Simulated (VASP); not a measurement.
An input for Quantum ESPRESSO's pw.x (written as the equivalent of a VASP run, and not itself run):

```
&CONTROL
  calculation = 'vc-relax'
  pseudo_dir = './pseudo'
  outdir = './out'
  tprnfor = .true.
  tstress = .true.
  nstep = 50
  forc_conv_thr = 0.00039
/
&SYSTEM
  ibrav = 0
  nat = 4
  ntyp = 2
  ecutwfc = 102
  occupations = 'smearing'
  smearing = 'gaussian'
  degauss = 0.000735
  input_dft = 'pz'
/
&ELECTRONS
  conv_thr = 7.3e-06
  electron_maxstep = 100
/
&IONS
/
&CELL
/
ATOMIC_SPECIES
  Cd 112.414 Cd.upf
  Se 78.971 Se.upf
CELL_PARAMETERS angstrom
     4.2548220    0.0000000    0.0000000
    -2.1274110    3.6847840    0.0000000
     0.0000000    0.0000000    6.9409530
ATOMIC_POSITIONS crystal
  Cd   0.6666670  0.3333330  0.4999500
  Cd   0.3333330  0.6666670  0.9999500
  Se   0.6666670  0.3333330  0.8759100
  Se   0.3333330  0.6666670  0.3759100
K_POINTS automatic
  6 6 6 1 1 1
```

Problem. Write the VASP files for the same calculation (LDA).

Solution. This is not unique; one that fits is 
File KPOINTS:
```
Automatic mesh
0
Gamma
6 6 6
0.5 0.5 0.5
```

**POSCAR**
```
CdSe
1.0
  4.2548220000   0.0000000000   0.0000000000
 -2.1274110000   3.6847840000   0.0000000000
  0.0000000000   0.0000000000   6.9409530000
Cd Se
2 2
Direct
  0.6666670000   0.3333330000   0.4999500000
  0.3333330000   0.6666670000   0.9999500000
  0.6666670000   0.3333330000   0.8759100000
  0.3333330000   0.6666670000   0.3759100000
```

INCAR:
```
SYSTEM = CdSe
PREC = Accurate
ENCUT = 240
EDIFF = 1E-04
NELM = 100
ALGO = Normal
LREAL = .FALSE.
LASPH = .TRUE.
ISMEAR = 0
SIGMA = 0.01
LMAXMIX = 4
LWAVE = .FALSE.
LCHARG = .FALSE.
ISIF = 3
IBRION = 2
NSW = 50
EDIFFG = -0.01
```

POTCAR, in this order: Cd Se (LDA.64 set). Program: vasp_std.

Limits of the translation: the potentials are each code's own (VASP's PAW set, PseudoDojo norm-conserving files in pw.x), so ENCUT and ecutwfc are chosen apart and not converted; conv_thr bounds pw.x's estimated SCF error, while EDIFF bounds the energy change between steps; forc_conv_thr acts on force components and is met together with etot_conv_thr.

The structure comes from a computed database's CdSe entry; how it stands against other phases isn't given here. This run relaxes it. Symmetry was kept, so distortions that lower it aren't found. The run is one of a series of settings (EDIFF = 1E-04, EDIFFG = -0.01, ENCUT = 240, GGA removed, IBRION = 2, ISIF = 3, NSW = 50, KPOINTS 6×6×6 Γ-centred mesh shifted by (0.5, 0.5, 0.5), POTCAR Cd Se (LDA.64 set) against the base run), some of them coarse on purpose.
